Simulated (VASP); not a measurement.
Output of a VASP run:

### OSZICAR
```
       N       E                     dE             d eps       ncg     rms          rms(c)
DAV:   1     0.314442242581E+02    0.31444E+02   -0.72803E+03  1037   0.106E+03
DAV:   2    -0.228297633530E+02   -0.54274E+02   -0.50972E+02  1388   0.223E+02
DAV:   3    -0.246184264137E+02   -0.17887E+01   -0.17648E+01  1314   0.352E+01
DAV:   4    -0.246327650968E+02   -0.14339E-01   -0.14300E-01  1244   0.308E+00
DAV:   5    -0.246329476434E+02   -0.18255E-03   -0.18251E-03  1307   0.268E-01    0.556E+01
DAV:   6    -0.217228581667E+02    0.29101E+01   -0.14783E+01  1169   0.277E+01    0.456E+01
DAV:   7    -0.216748658776E+02    0.47992E-01   -0.58077E-01  1181   0.700E+00    0.274E+01
DAV:   8    -0.216629401236E+02    0.11926E-01   -0.75752E-02  1187   0.263E+00    0.501E+00
DAV:   9    -0.216571623188E+02    0.57778E-02   -0.35034E-02  1196   0.127E+00    0.152E+00
DAV:  10    -0.216568098497E+02    0.35247E-03   -0.23264E-03  1178   0.410E-01    0.138E-01
DAV:  11    -0.216568212090E+02   -0.11359E-04   -0.76209E-05  1232   0.947E-02    0.777E-02
DAV:  12    -0.216568174725E+02    0.37365E-05   -0.10135E-05  1174   0.298E-02    0.866E-03
DAV:  13    -0.216568174871E+02   -0.14614E-07   -0.43451E-07   676   0.717E-03
   1 F= -.21656817E+02 E0= -.21644746E+02  d E =-.241427E-01
```

File OUTCAR:
```
------------------------ aborting loop because EDIFF is reached ----------------------------------------
  FORCE on cell =-STRESS in cart. coord.  units (eV):
  Direction    XX          YY          ZZ          XY          YZ          ZX
  --------------------------------------------------------------------------------------
  Total        2.5409823      2.5409823      2.5409823     -0.0000000      0.0000000     -0.0000000
  in kB      187.3607782    187.3607782    187.3607782     -0.0000000      0.0000000     -0.0000000
  external PRESSURE =     187.3607782 kB  Pullay stress =       0.0000000 kB
  volume of cell :       21.73
      direct lattice vectors                 reciprocal lattice vectors
     0.000000000  2.214800000  2.214800000    -0.225754018  0.225754018  0.225754018
     2.214800000  0.000000000  2.214800000     0.225754018 -0.225754018  0.225754018
     2.214800000  2.214800000  0.000000000     0.225754018  0.225754018 -0.225754018
 POSITION                                       TOTAL-FORCE (eV/Angst)
 -----------------------------------------------------------------------------------
      0.00000      0.00000      0.00000         0.000000      0.000000      0.000000
      2.21480      2.21480      2.21480        -0.000000      0.000000     -0.000000
 -----------------------------------------------------------------------------------
    total drift:                                0.000000      0.000000      0.000000
  FREE ENERGIE OF THE ION-ELECTRON SYSTEM (eV)
  ---------------------------------------------------
  free  energy   TOTEN  =       -21.6568174871 eV

  energy  without entropy=      -21.6326747616  energy(sigma->0) =      -21.64474612
```
(Selected blocks of OUTCAR.)

### POSCAR
```
HfN
1
    0.0000000000     2.2148000000     2.2148000000
    2.2148000000     0.0000000000     2.2148000000
    2.2148000000     2.2148000000     0.0000000000
Hf N
1 1
Direct
  0.0000000000   0.0000000000   0.0000000000
  0.5000000000   0.5000000000   0.5000000000
```

Task: Write an INCAR and KPOINTS that could have produced this output.

Result: Several could match; the one computed here: the input of the run itself, PBE GGA, plane waves, VASP's PBE PAW potentials (set 64).

File KPOINTS:
```
Automatic mesh
0
Gamma
10 10 10
0 0 0
```

INCAR:
```
SYSTEM = HfN
PREC = Accurate
ENCUT = 400
EDIFF = 1E-6
NELM = 100
ALGO = Normal
LREAL = .FALSE.
LASPH = .TRUE.
ISMEAR = 0
SIGMA = 0.272
GGA = PE
LMAXMIX = 6
LWAVE = .FALSE.
LCHARG = .FALSE.
ISIF = 2
```

POTCAR, in this order: Hf_pv N (PBE.64 set). Program: vasp_std.

At this cut-off the stress carries a Pulay error, which pulls relaxed volumes low.

The structure is a typed HfN crystal (Fm-3m). The cell was not relaxed at this level, and its volume differs by -5.9 % from the start's. The electron count is odd and the run is not spin-polarised, which forces a metal.
